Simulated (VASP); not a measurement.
Data:

```yaml
crystal:
  lattice:
    - [-5.11971, 5.11971, 5.11971]
    - [5.11971, -5.11971, 5.11971]
    - [5.11971, 5.11971, -5.11971]
  atoms:
    - { symbol: In, position: [0.50000, 0.50000, 0.50000] }
    - { symbol: In, position: [0.50000, 0.00000, 0.00000] }
    - { symbol: In, position: [0.00000, 0.00000, 0.50000] }
    - { symbol: In, position: [0.00000, 0.50000, 0.00000] }
    - { symbol: In, position: [0.25000, 0.71650, 0.46650] }
    - { symbol: In, position: [0.75000, 0.78350, 0.03350] }
    - { symbol: In, position: [0.46650, 0.25000, 0.71650] }
    - { symbol: In, position: [0.03350, 0.75000, 0.78350] }
    - { symbol: In, position: [0.71650, 0.46650, 0.25000] }
    - { symbol: In, position: [0.78350, 0.03350, 0.75000] }
    - { symbol: In, position: [0.75000, 0.28350, 0.53350] }
    - { symbol: In, position: [0.25000, 0.21650, 0.96650] }
    - { symbol: In, position: [0.53350, 0.75000, 0.28350] }
    - { symbol: In, position: [0.96650, 0.25000, 0.21650] }
    - { symbol: In, position: [0.28350, 0.53350, 0.75000] }
    - { symbol: In, position: [0.21650, 0.96650, 0.25000] }
    - { symbol: O, position: [0.53610, 0.77370, 0.54340] }
    - { symbol: O, position: [0.73030, 0.99270, 0.95660] }
    - { symbol: O, position: [0.76970, 0.72630, 0.26240] }
    - { symbol: O, position: [0.96390, 0.50730, 0.23760] }
    - { symbol: O, position: [0.54340, 0.53610, 0.77370] }
    - { symbol: O, position: [0.95660, 0.73030, 0.99270] }
    - { symbol: O, position: [0.26240, 0.76970, 0.72630] }
    - { symbol: O, position: [0.23760, 0.96390, 0.50730] }
    - { symbol: O, position: [0.77370, 0.54340, 0.53610] }
    - { symbol: O, position: [0.99270, 0.95660, 0.73030] }
    - { symbol: O, position: [0.72630, 0.26240, 0.76970] }
    - { symbol: O, position: [0.50730, 0.23760, 0.96390] }
    - { symbol: O, position: [0.46390, 0.22630, 0.45660] }
    - { symbol: O, position: [0.26970, 0.00730, 0.04340] }
    - { symbol: O, position: [0.23030, 0.27370, 0.73760] }
    - { symbol: O, position: [0.03610, 0.49270, 0.76240] }
    - { symbol: O, position: [0.45660, 0.46390, 0.22630] }
    - { symbol: O, position: [0.04340, 0.26970, 0.00730] }
    - { symbol: O, position: [0.73760, 0.23030, 0.27370] }
    - { symbol: O, position: [0.76240, 0.03610, 0.49270] }
    - { symbol: O, position: [0.22630, 0.45660, 0.46390] }
    - { symbol: O, position: [0.00730, 0.04340, 0.26970] }
    - { symbol: O, position: [0.27370, 0.73760, 0.23030] }
    - { symbol: O, position: [0.49270, 0.76240, 0.03610] }
```

Level of theory: PBEsol GGA, VASP's PBE PAW potentials (set 64) (plane waves; VASP 6.6.1). Settings: LREAL = Auto, 400 eV cut-off, 3×3×3 Γ-centred mesh, first-order Methfessel-Paxton smearing of 0.27 eV, potentials In_d O.

At this cut-off the stress carries a Pulay error, which pulls relaxed volumes low.

Question: Which forces act on the atoms, in eV/Å?

Answer: 
```
atom      Fx      Fy      Fz
----  ------  ------  ------
In1    0.000   0.000   0.000
In2    0.000   0.000   0.000
In3    0.000   0.000   0.000
In4    0.000   0.000   0.000
In5   -0.025   0.000   0.000
In6    0.025   0.000   0.000
In7    0.000  -0.025   0.000
In8    0.000   0.025   0.000
In9    0.000   0.000  -0.025
In10   0.000   0.000   0.025
In11   0.025   0.000   0.000
In12  -0.025   0.000   0.000
In13   0.000   0.025   0.000
In14   0.000  -0.025   0.000
In15   0.000   0.000   0.025
In16   0.000   0.000  -0.025
O17   -0.148   0.150  -0.191
O18    0.148  -0.150  -0.191
O19    0.148   0.150   0.191
O20   -0.148  -0.150   0.191
O21   -0.191  -0.148   0.150
O22   -0.191   0.148  -0.150
O23    0.191   0.148   0.150
O24    0.191  -0.148  -0.150
O25    0.150  -0.191  -0.148
O26   -0.150  -0.191   0.148
O27    0.150   0.191   0.148
O28   -0.150   0.191  -0.148
O29    0.148  -0.150   0.191
O30   -0.148   0.150   0.191
O31   -0.148  -0.150  -0.191
O32    0.148   0.150  -0.191
O33    0.191   0.148  -0.150
O34    0.191  -0.148   0.150
O35   -0.191  -0.148  -0.150
O36   -0.191   0.148   0.150
O37   -0.150   0.191   0.148
O38    0.150   0.191  -0.148
O39   -0.150  -0.191  -0.148
O40    0.150  -0.191   0.148
```

Question: Give the stress tensor in GPa (positive for a compressed cell).

Answer: 
```
-7.55   0.00   0.00
 0.00  -7.55   0.00
 0.00   0.00  -7.55
```
The pressure is its mean diagonal, -7.55 GPa.

The structure was generated: In2O3 was put into an ordered model structure, a phase also known from measurement. The cell was not relaxed at this level.
